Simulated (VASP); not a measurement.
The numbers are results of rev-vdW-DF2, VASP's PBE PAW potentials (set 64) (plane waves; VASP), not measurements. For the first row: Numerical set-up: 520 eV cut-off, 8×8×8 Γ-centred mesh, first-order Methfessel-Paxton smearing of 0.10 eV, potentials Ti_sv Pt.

```
system        energy (eV/atom)
------------  ----------------
Pt3Ti (L1_2)           -5.2235
Ti (hcp)               -5.2947
Pt (fcc)               -4.0450
```

The references are the elements' solids at the same level; no temperature or zero-point terms are added.  Spin-orbit coupling is left out, which shifts such energies by up to tenths of an eV for the heavy elements here.

What is the formation energy per atom of Pt3Ti?

The references average (1×(-5.2947) + 3×(-4.0450))/4 = -4.3574 eV, so the formation energy is -5.2235 − (-4.3574) = -0.866 eV/atom.
